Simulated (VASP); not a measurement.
Output of a VASP run:

### OSZICAR
```
...
DAV:   5    -0.116977420861E+02   -0.12175E-01   -0.12165E-01  3302   0.299E+00    0.710E+00
DAV:   6    -0.112767347046E+02    0.42101E+00   -0.80931E-01  3262   0.123E+01    0.246E+00
DAV:   7    -0.112255014532E+02    0.51233E-01   -0.21827E-01  3298   0.613E+00    0.853E-01
DAV:   8    -0.112278754642E+02   -0.23740E-02   -0.11043E-02  2406   0.154E+00    0.415E-02
DAV:   9    -0.112279228370E+02   -0.47373E-04   -0.93375E-04  3756   0.363E-01    0.301E-02
DAV:  10    -0.112279299077E+02   -0.70707E-05   -0.11495E-05  2578   0.460E-02    0.186E-02
DAV:  11    -0.112279283626E+02    0.15451E-05   -0.89362E-06  2514   0.631E-02    0.354E-03
DAV:  12    -0.112279283259E+02    0.36729E-07   -0.31905E-07  1296   0.805E-03
   1 F= -.11227928E+02 E0= -.11227961E+02  d E =-.112279E+02
       N       E                     dE             d eps       ncg     rms          rms(c)
DAV:   1    -0.140185646959E+02   -0.27906E+01   -0.90551E+01  2612   0.167E+02    0.160E+01
DAV:   2    -0.113918828758E+02    0.26267E+01   -0.54626E+00  3136   0.374E+01    0.400E+00
DAV:   3    -0.110585563029E+02    0.33333E+00   -0.21461E+00  3238   0.190E+01    0.304E+00
DAV:   4    -0.111236622884E+02   -0.65106E-01   -0.88181E-02  3070   0.289E+00    0.131E+00
DAV:   5    -0.111657822106E+02   -0.42120E-01   -0.17778E-01  3648   0.346E+00    0.515E-01
DAV:   6    -0.111628864866E+02    0.28957E-02   -0.59467E-03  3158   0.868E-01    0.446E-02
DAV:   7    -0.111630319205E+02   -0.14543E-03   -0.11193E-03  3736   0.324E-01    0.109E-02
DAV:   8    -0.111630331072E+02   -0.11867E-05   -0.18657E-05  2460   0.421E-02    0.360E-03
DAV:   9    -0.111630332463E+02   -0.13912E-06   -0.11804E-06  1520   0.193E-02
   2 F= -.11163033E+02 E0= -.11163011E+02  d E =0.648951E-01
       N       E                     dE             d eps       ncg     rms          rms(c)
DAV:   1    -0.125098086322E+02   -0.13468E+01   -0.39491E+01  2548   0.111E+02    0.902E+00
DAV:   2    -0.113043174627E+02    0.12055E+01   -0.33052E+00  3230   0.275E+01    0.253E+00
DAV:   3    -0.111943390718E+02    0.10998E+00   -0.95332E-01  3270   0.115E+01    0.134E+00
DAV:   4    -0.112159937881E+02   -0.21655E-01   -0.23560E-02  2390   0.170E+00    0.953E-01
DAV:   5    -0.112503427654E+02   -0.34349E-01   -0.75769E-02  3636   0.215E+00    0.389E-01
DAV:   6    -0.112511086790E+02   -0.76591E-03   -0.97440E-04  2446   0.405E-01    0.256E-01
DAV:   7    -0.112516871576E+02   -0.57848E-03   -0.87412E-04  2756   0.468E-01    0.237E-02
DAV:   8    -0.112516889045E+02   -0.17469E-05   -0.62859E-05  3110   0.617E-02    0.274E-02
DAV:   9    -0.112516903055E+02   -0.14010E-05   -0.11483E-05  2290   0.576E-02    0.431E-03
DAV:  10    -0.112516904088E+02   -0.10332E-06   -0.24416E-07  1160   0.789E-03
   3 F= -.11251690E+02 E0= -.11251827E+02  d E =-.237621E-01
       N       E                     dE             d eps       ncg     rms          rms(c)
DAV:   1    -0.112520436891E+02   -0.35338E-03   -0.10286E-02  2594   0.178E+00    0.152E-01
DAV:   2    -0.112517358646E+02    0.30782E-03   -0.75338E-04  3206   0.426E-01    0.406E-02
DAV:   3    -0.112517031884E+02    0.32676E-04   -0.23799E-04  3258   0.189E-01    0.245E-02
DAV:   4    -0.112517102697E+02   -0.70813E-05   -0.87950E-06  2678   0.313E-02    0.135E-02
DAV:   5    -0.112517164867E+02   -0.62170E-05   -0.19396E-05  3542   0.348E-02    0.520E-03
DAV:   6    -0.112517164016E+02    0.85112E-07   -0.34398E-07  1224   0.814E-03
   4 F= -.11251716E+02 E0= -.11251853E+02  d E =-.237881E-01
```

OUTCAR:
```
------------------------ aborting loop because EDIFF is reached ----------------------------------------
  FORCE on cell =-STRESS in cart. coord.  units (eV):
  Direction    XX          YY          ZZ          XY          YZ          ZX
  --------------------------------------------------------------------------------------
  Total       -0.0029846     -0.0029846     -0.0029846      0.0000000     -0.0000000      0.0000000
  in kB       -0.2795822     -0.2795822     -0.2795822      0.0000000     -0.0000000      0.0000000
  external PRESSURE =      -0.2795822 kB  Pullay stress =       0.0000000 kB
  volume of cell :       17.10
      direct lattice vectors                 reciprocal lattice vectors
    -1.623089890  1.623089890  1.623089890     0.000000000  0.308054411  0.308054411
     1.623089890 -1.623089890  1.623089890     0.308054411  0.000000000  0.308054411
     1.623089890  1.623089890 -1.623089890     0.308054411  0.308054411  0.000000000
 POSITION                                       TOTAL-FORCE (eV/Angst)
 -----------------------------------------------------------------------------------
      0.00000      0.00000      3.24618        -0.000000      0.000000      0.000000
 -----------------------------------------------------------------------------------
    total drift:                               -0.000000      0.000000      0.000000
  FREE ENERGIE OF THE ION-ELECTRON SYSTEM (eV)
  ---------------------------------------------------
  free  energy   TOTEN  =       -11.2517164016 eV

  energy  without entropy=      -11.2521262934  energy(sigma->0) =      -11.25185303

 reached required accuracy - stopping structural energy minimisation
```
(Selected blocks of OUTCAR.)

### POSCAR
```
Nb
1
   -1.6500000000     1.6500000000     1.6500000000
    1.6500000000    -1.6500000000     1.6500000000
    1.6500000000     1.6500000000    -1.6500000000
Nb
1
Direct
  0.0000000000   0.0000000000   0.0000000000
```

**Question.** Write an INCAR and KPOINTS that could have produced this output.

**Answer.** One answer among several that fit: the input of the run itself, LDA (Ceperley-Alder, Perdew-Zunger), plane waves, VASP's LDA PAW potentials (set 64).

**INCAR**
```
SYSTEM = Nb
PREC = Accurate
ENCUT = 520
EDIFF = 1E-6
NELM = 100
ALGO = Normal
LREAL = .FALSE.
LASPH = .TRUE.
ISMEAR = 1
SIGMA = 0.1
LMAXMIX = 4
LWAVE = .FALSE.
LCHARG = .FALSE.
IBRION = 2
ISIF = 3
NSW = 60
EDIFFG = -0.01
```

### KPOINTS
```
Regular mesh
0
Gamma
  14 14 14
```

POTCAR, in this order: Nb_sv (LDA.64 set). Program: vasp_std.

Energy and stress use the plane-wave basis of the starting cell.

The compound is Nb in the bcc structure. This run relaxes it. Symmetry was kept, so distortions that lower it aren't found.
